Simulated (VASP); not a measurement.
All values below come from PBEsol GGA, VASP's PBE PAW potentials (set 64) (plane waves; VASP).

The input files of a VASP run:

**INCAR**
```
SYSTEM = MgSe
PREC = Accurate; ENCUT = 480; LREAL = .False.
LASPH = .True.
EDIFF = 1E-7; NELM = 100; ALGO = Normal
LMAXMIX = 4
ISMEAR = 0; SIGMA = 0.05
GGA = PS
IBRION = 2; NSW = 40; ISIF = 3
EDIFFG = -0.01; PSTRESS = 20
LWAVE = .False.; LCHARG = .False.
```

File POSCAR:
```
MgSe
1
    0.0000000000     2.6980029359     2.6980029359
    2.6980029359     0.0000000000     2.6980029359
    2.6980029359     2.6980029359     0.0000000000
Mg Se
1 1
Direct
  0.0000000000   0.0000000000   0.0000000000
  0.5000000000   0.5000000000   0.5000000000
```

### KPOINTS
```
Automatic
0
Gamma
8 8 8
0 0 0
```

POTCAR, in this order: Mg Se (PBE.64 set). Program: vasp_std.

Question: What will the output report for the number of irreducible k-points (NKPTS), number of bands (NBANDS), largest plane-wave count, number of space-group operations, FFT grid (NGX, NGY, NGZ)?

Answer: 
- number of irreducible k-points (NKPTS): 29
- number of bands (NBANDS): 8
- largest plane-wave count: 960
- number of space-group operations: 48
- FFT grid (NGX, NGY, NGZ): 28 × 28 × 28

The compound is MgSe in the rock salt structure. It was relaxed first under an external pressure of 2 GPa.
